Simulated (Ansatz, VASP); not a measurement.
# Cross-check of Y between VASP and Ansatz, part 2 of 2

Wanted: the spread between two codes on one cell, functional and k mesh. The cell is taken from a series of runs on this material, whose earlier steps may have relaxed, scaled, displaced or heated it; both programs get it as it stands.

VASP 6.6.1 and Ansatz 0.2.0.

So far: Starting point; VASP: zone-centre phonons, PBEsol, pair 1; Ansatz: zone-centre phonons, PBEsol, pair 1; Differences.

## (5) VASP: zone-centre phonons, PBEsol, pair 2

Level of this step: PBEsol; plane waves and PAW (Y_sv) (VASP).

Second derivatives magnify differences that forces hide, and they need a tight electronic threshold. The cell compared in this pair holds 63.85 Å³, against 61.97 Å³ for the pair before.

Input file INCAR:

```
SYSTEM = Y
PREC = Accurate
ENCUT = 500
EDIFF = 1E-08
NELM = 120
ISMEAR = 1
SIGMA = 0.2
LREAL = .FALSE.
ALGO = Normal
GGA = PS
NBANDS = 17
LASPH = .TRUE.
LORBIT = 11
LWAVE = .FALSE.
LCHARG = .FALSE.
ISIF = 2
IBRION = 8
GGA_COMPAT = .FALSE.
KPAR = 2
```

Input file POSCAR:

```
Y
1.0
    3.6229443864      0.0000000000      0.0000000000
   -1.8114721932      3.1375618751      0.0000000000
    0.0000000000      0.0000000000      5.6170331970
Y
2
Direct
    0.3333333333      0.6666666667      0.2500000000
    0.6666666667      0.3333333333      0.7500000000
```

Input file KPOINTS:

```
Automatic mesh
0
Gamma
15 15 8
0 0 0
```

PAW data sets: Y_sv (PBE family, release 64).

Run with:

```bash
$ mpirun -np 2 vasp_std
```

Numbers of over 12 decimals in the logs are rounded to 6 here.

The program printed:

```text
[banner, memory and clock lines left out]
running    2 mpi-ranks, on    1 nodes
[...]
[... a notice as in an earlier step ...]

 LDA part: xc-table for (Slater+PW92), standard interpolation
 POSCAR, INCAR and KPOINTS ok, starting setup
[...]
entering main loop
       N       E                     dE             d eps       ncg     rms          rms(c)
DAV:   1     0.850494757509E+02    0.85049E+02   -0.11232E+04  4598   0.120E+03
DAV:   2    -0.709178768832E+01   -0.92141E+02   -0.90763E+02  5765   0.261E+02
DAV:   3    -0.139227360288E+02   -0.68309E+01   -0.67778E+01  8226   0.436E+01
DAV:   4    -0.140852285519E+02   -0.16249E+00   -0.16243E+00  5581   0.705E+00
[...]
DAV:  15    -0.136353421071E+02    0.89474E-07   -0.16536E-08  4150   0.123E-03    0.716E-04
DAV:  16    -0.136353421285E+02   -0.21427E-07   -0.14130E-09  3341   0.305E-04    0.149E-04
DAV:  17    -0.136353421211E+02    0.74010E-08   -0.28894E-10  3036   0.150E-04
   1 F= -.13635342E+02 E0= -.13634631E+02  d E =-.213312E-02
[...]
RMM:  15    -0.260359852804E+00    0.11881E-06   -0.94159E-06 48968   0.163E-03    0.495E-04
RMM:  16    -0.260359506041E+00    0.34676E-06   -0.71229E-06 48048   0.144E-03    0.450E-04
RMM:  17    -0.260359625652E+00   -0.11961E-06   -0.55979E-06 48712   0.128E-03    0.515E-04
 first order change of Fermi-energy   0.27339E-04
 force on displaced ion       1 direction 1 :  -1.311   0.000   0.000
 Linear response progress:
  Degree of freedom:   2/  2
       N       E                     dE             d eps       ncg     rms          rms(c)
RMM:   1    -0.312111600382E+00   -0.31211E+00    0.42129E+00  7662   0.108E+01
RMM:   2    -0.303155736451E+00    0.89559E-02   -0.19951E-01 11414   0.198E+00    0.329E-01
RMM:   3    -0.305583119828E+00   -0.24274E-02   -0.14342E-02 12690   0.582E-01    0.163E-01
RMM:   4    -0.306198166743E+00   -0.61505E-03   -0.21071E-03 14701   0.224E-01    0.339E-02
[...]
RMM:  17    -0.305795272656E+00    0.37646E-06    0.27668E-07 15834   0.842E-04    0.188E-04
RMM:  18    -0.305795260327E+00    0.12329E-07    0.54229E-07 16226   0.755E-04    0.211E-04
RMM:  19    -0.305795170958E+00    0.89370E-07    0.58281E-07 16061   0.689E-04    0.219E-04
 first order change of Fermi-energy   0.44702E-04
 force on displaced ion       1 direction 3 :  -0.000  -0.000  -3.698
 Linear response finished
```

OUTCAR, selected parts (step 5):

```text
  Total       -0.3746784     -0.3746784     -0.3775047      0.0000000      0.0000000      0.0000000
  in kB       -9.4017413     -9.4017413     -9.4726605      0.0000000      0.0000000      0.0000000
  external PRESSURE =      -9.4253810 kB  Pullay stress =       0.0000000 kB

 POSITION                                       TOTAL-FORCE (eV/Angst)
 -----------------------------------------------------------------------------------
     -0.00000      2.09171      1.40426        -0.000000      0.000000      0.000000
      1.81147      1.04585      4.21277         0.000000      0.000000      0.000000
 -----------------------------------------------------------------------------------
    total drift:                               -0.000000      0.000000     -0.000000

[... 1 part as in an earlier step ...]

[... 1 further part left out ...]
```

## (6) Ansatz: zone-centre phonons, PBEsol, pair 2

The same cell, functional, mesh and smearing now go to Ansatz, which takes its cutoff from its data sets.

The cell is taken from a series of runs on this material, whose earlier steps may have relaxed, scaled, displaced or heated it; both programs get it as it stands.

Input file input.yaml:

```yaml
crystal:
  lattice:
    - [3.6229443864, 0.0, 0.0]
    - [-1.8114721932, 3.1375618751, 0.0]
    - [0.0, 0.0, 5.617033197]
  atoms:
    - { symbol: "Y", position: [0.3333333333, 0.6666666667, 0.25] }
    - { symbol: "Y", position: [0.6666666667, 0.3333333333, 0.75] }
kpoints:
  mp_grid: { grid: [15, 15, 8] }
hamiltonian:
  xc: pbesol
  pseudopotentials: { kind: paw, azcp: { folder: soft_1 }, xc_functional: pbe }
scf:
  occupations: { method: methfessel_paxton, width: 0.2 }
output:
  eigenvalues: true
phonons:
  method: dfpt
```

Run with:

```bash
$ ansatz run input.yaml --threads 4 --pin off --max-ram 10240MiB --backend cpu --events-out ev --progress --plain --runs-dir out
```

The program printed:

```text
[...]
Crystal: 2 atoms, lattice volume = 63.850 Å³
Basis set: ecut = 420 eV, 1243 PW (Γ), exchange–correlation on 50×50×80 points (8 copies of the dense FFT grid, shifted against one another)
Bands: 15, of which v1, the nominal top of the filled ones, is band 11 counted from 1 (10 counted from 0)
Symmetry: 24 space group operations
k-points: 320 of 1800 (irreducible under 4 space group operations, time reversal used)
[...]
k-point 1: bands = [... 7 lower, -12.6170, 4.9869, 7.6354, 10.5306, 11.2578, 11.2578, 11.6380, 11.8796]
  k-point 2: bands = [... 7 lower, -12.6514, 5.2985, 7.4030, 10.3505, 11.1601, 11.1601, 11.3488, 11.6518]
  k-point 319: bands = [... 7 lower, -12.7159, 8.2134, 8.2134, 9.7308, 9.7308, 10.3454, 10.3454, 12.1435]
[...]
ASR residual: 2.490e-5 → 0.000e0 eV/Å²; symmetrization residual: 2.096e-13 eV/Å²
  ASR residual per site (eV/Å²): 2.49e-5 2.49e-5
  Γ frequencies (cm⁻¹): 0.00 0.00 0.00 89.23 89.23 150.67
[...]
[key lines of the parts left out:]
SCF converged after 8 iterations
Free energy (F): -7590.183644 eV
Fermi energy:    9.578449 eV
```

## (7) Differences

Compared:

```tsv
quantity	Ansatz	VASP	difference
optical mode 1 to 2 (cm⁻¹)	89.2	89.5	-0.35 %
optical mode 3 (cm⁻¹)	150.7	150.4	+0.17 %
```

Modes are paired by rising frequency, not by their patterns, so a pair may set unlike modes beside each other; they are those without the splitting of longitudinal modes.

## (8) What came out

```json
{
 "r.m.s. difference of the optical zone-centre modes, each program's sorted by frequency (zone-centre phonons, PBEsol, pair 1)": "0.29 cm⁻¹",
 "r.m.s. difference of the optical zone-centre modes, each program's sorted by frequency (zone-centre phonons, PBEsol, pair 2)": "0.30 cm⁻¹"
}
```

In words: The r.m.s. difference of the optical zone-centre modes, each program's sorted by frequency is 0.29 cm⁻¹ (zone-centre phonons, PBEsol, pair 1). How closely two codes agree says nothing of how well the functional describes the real material.

[Lines on the potential files, build, host, timing and source positions are cut from VASP's logs without a mark.]

[Logs are printed without paths, hosts, clocks, repeated set-up lines and the standing remarks that a program may print on its own settings, such as how far it seeks lower states.]

[Hosts, paths, dates, database ids (printed as entryN), source tags and the programs' standing remarks are cut or masked in the printed files.]
